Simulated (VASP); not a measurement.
Input:

Tm is modelled in the hexagonal space group P6₃/mmc (No. 194), the hcp (Mg type) structure, Pearson symbol hP2. Cell: a = b = 3.5018 Å, c = 5.3990 Å, α = β = 90.00°, γ = 120.00°. Tm on 2c sees 12 Tm at 3.373–3.502 Å (anticuboctahedral). (Neighbours: up to the widest gap in distance over summed covalent radii, below 1.35, at either atom.)

Computed with PBEsol GGA, VASP's PBE PAW potentials (set 64) (plane waves; VASP). Settings: 480 eV cut-off, 12×12×6 Γ-centred mesh, first-order Methfessel-Paxton smearing of 0.10 eV, potentials Tm_3.

The 4f electrons are frozen in the core of the lanthanide potential, so 4f levels, which can set the real gap, and their magnetism are missing.

Each relaxation starts from this cell; other phases were not tried.

**Question.** The cell is relaxed at 10 GPa. What happens?

**Answer.** The volume per atom goes from 28.67 to 24.41 Å³ (-14.8 %), and the cell becomes a = b = 3.312 Å, c = 5.140 Å, α = β = 90.00°, γ = 120.00°, space group P6_3/mmc.

**Question.** The cell is relaxed at 30 GPa. What happens?

**Answer.** The volume per atom goes from 28.67 to 19.90 Å³ (-30.6 %), and the cell becomes a = b = 3.051 Å, c = 4.935 Å, α = β = 90.00°, γ = 120.00°, space group P6_3/mmc.

Failed runs are left out, and for metals the shear rows, which the mesh's noise covers.

The compound is Tm in the hcp structure.
